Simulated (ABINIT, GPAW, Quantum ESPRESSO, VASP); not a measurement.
# One structure in several programs: SiC (F-43m, 2 atoms in the cell)

Self-consistent single point.

```xyz
2
Lattice="0.0000 2.1800 2.1800 2.1800 0.0000 2.1800 2.1800 2.1800 0.0000" Properties=species:S:1:pos:R:3 pbc="T T T"
Si     0.0000     0.0000     0.0000
C      1.0900     1.0900     1.0900
```

All programs got the same cell, k-point mesh and kind of occupations (in ABINIT's words: tsmear = 0.00073499 Ha; ngkpt = 10 10 10; nshiftk = 1; shiftk = 0 0 0); potentials, basis and cutoffs are each program's usual ones.

| code | model | gap on the mesh (eV) | cutoff |
|---|---|---|---|
| ABINIT | PBE, norm-conserving pseudopotentials (PseudoDojo nc-sr-05 PBE standard) | 1.364 | 1116 eV |
| Quantum ESPRESSO | PBE, PseudoDojo standard norm-conserving (PBE) pseudopotentials | 1.364 | 85 Ry |
| VASP | PBE, VASP's PBE PAW potentials (set 64) | 1.353 | 400 eV |
| GPAW | PBE, GPAW PAW datasets PBE (gpaw-data 1.0.1) | 1.351 | 900 eV |

Gaps are read on the mesh.

The spread over the programs that give each value: gap on the mesh within 0.013 eV.

The starting cell has typed, rounded lattice constants, without a prior relaxation at this level.

Task: Why do the programs differ, and what cannot be compared?

Result: Differences of this kind can come from the potentials, where these differ, and from what each basis and cutoff leave unconverged. The zero of total energies and Fermi levels follows the potentials and each program's conventions, so they are not compared here. 

Left out of this page: Ansatz, CP2K, Elk, FLEUR and SIESTA (not drawn, or without a comparable value).
